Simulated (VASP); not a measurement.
GeBr:

```
Ge Br
1.0
     4.82680    0.00000    0.00000
    -2.41340    4.18013    0.00000
     0.00000    0.00000    5.56466
Ge Br
2 2
Cartesian
  0.0000 0.0000 0.0000
  0.0000 0.0000 2.7823
  0.0000 2.7868 4.1735
  2.4134 1.3934 1.3912
```

The cell was built by a generator and needn't be a form met in nature.

| Item | Value |
| --- | --- |
| Program | VASP 6.6.1 |
| Task | relaxation of cell and atoms |
| Functional | BLYP |
| Dispersion | D4 |
| Potentials or basis | VASP PAW PBE potentials, release 64 (Ge_d, Br) |
| Cutoff | 600 eV |
| k mesh | 5 × 5 × 4 |
| Occupations | fermi-dirac, width 0.05 eV |
| Spin | no spin polarisation |

At the start: pressure 0.2 GPa; volume 28.07 Å³/atom.

Task: Where does the relaxation end?

Result: Over 6 steps the energy falls by 4.4 meV/atom and the volume is 28.30 Å³/atom (+0.8 %); space group P6_3/mmc (No. 194, to 0.05 Å).

The path:
| step | energy change (eV) | largest force (eV/Å) | pressure (GPa) | volume (Å³) |
| --- | --- | --- | --- | --- |
| 1 | 0.0000 | 0.0000 | 0.20 | 112.28 |
| 2 | -0.0127 | 0.0001 | 0.02 | 112.83 |
| 3 | -0.0173 | 0.0001 | -0.10 | 113.33 |
| 4 | -0.0174 | 0.0001 | -0.11 | 113.39 |
| 5 | -0.0174 | 0.0001 | 0.11 | 113.02 |
| 6 | -0.0175 | 0.0001 | -0.01 | 113.22 |

Final structure:
```
CELL_PARAMETERS angstrom
4.89699 0.00002 0.00000
-2.44848 4.24093 0.00000
0.00000 0.00000 5.45165
ATOMIC_POSITIONS crystal
Ge 0.00000 0.00000 0.00000
Ge 0.00000 0.00000 0.50000
Br 0.33333 0.66667 0.75000
Br 0.66667 0.33333 0.25000
```

Caveat: the PAW data sets were made with another functional, which shifts forces and pressure a little; pairwise dispersion overbinds metals, which lowers pressure and volume.
